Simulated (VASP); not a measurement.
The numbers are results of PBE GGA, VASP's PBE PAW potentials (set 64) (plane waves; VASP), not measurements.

A VASP calculation is set up with these files.

### POSCAR
```
Y
11.68920
  0.1592495637  -0.2758283715   0.0000000000
  0.1592495637   0.2758283715   0.0000000000
  0.0000000000   0.0000000000   0.5000000000
Y
2
direct
  0.3333330000   0.6666670000   0.2500000000
  0.6666670000   0.3333330000   0.7500000000
```

File KPOINTS:
```
Automatic mesh
0
Gamma
10 10 6
0 0 0
```

INCAR:
```
SYSTEM=Y
PREC=Accurate; ENCUT=650; LREAL=.FALSE.
LASPH=.TRUE.
EDIFF=1E-6; NELM=100; ALGO=Normal
LMAXMIX=4
ISMEAR=1; SIGMA=0.1
GGA=PE
ISIF=2
LWAVE=.FALSE.; LCHARG=.FALSE.
```

POTCAR, in this order: Y_sv (PBE.64 set). Program: vasp_std.

Question: What does the run give for the energy per atom (σ→0), pressure, band gap (on the k-mesh)?

Answer: 
| Item | Value |
|---|---|
| energy per atom (σ→0) | -6.415 eV/atom |
| band gap (on the k-mesh) | none (metal, semimetal or under 0.01 eV) |
| pressure | -2.60 GPa |

OSZICAR:
```
...
DAV:   8    -0.128307809176E+02    0.10166E-01   -0.18699E-01  2086   0.277E+00    0.148E+00
DAV:   9    -0.128295721410E+02    0.12088E-02   -0.33233E-03  2523   0.411E-01    0.304E-01
DAV:  10    -0.128296765311E+02   -0.10439E-03   -0.23844E-03  1778   0.509E-01    0.487E-01
DAV:  11    -0.128295562099E+02    0.12032E-03   -0.25382E-04  1882   0.164E-01    0.319E-02
DAV:  12    -0.128295530294E+02    0.31804E-05   -0.28368E-05  1986   0.525E-02    0.232E-02
DAV:  13    -0.128295546285E+02   -0.15990E-05   -0.61566E-06  1848   0.263E-02    0.752E-04
DAV:  14    -0.128295546571E+02   -0.28640E-07   -0.11986E-07  1141   0.226E-03
   1 F= -.12829555E+02 E0= -.12830445E+02  d E =0.267169E-02
```

The compound is Y in the hcp structure. The cell was not relaxed at this level. The run is one of a series of settings (ENCUT = 650 against the base run), some of them coarse on purpose.
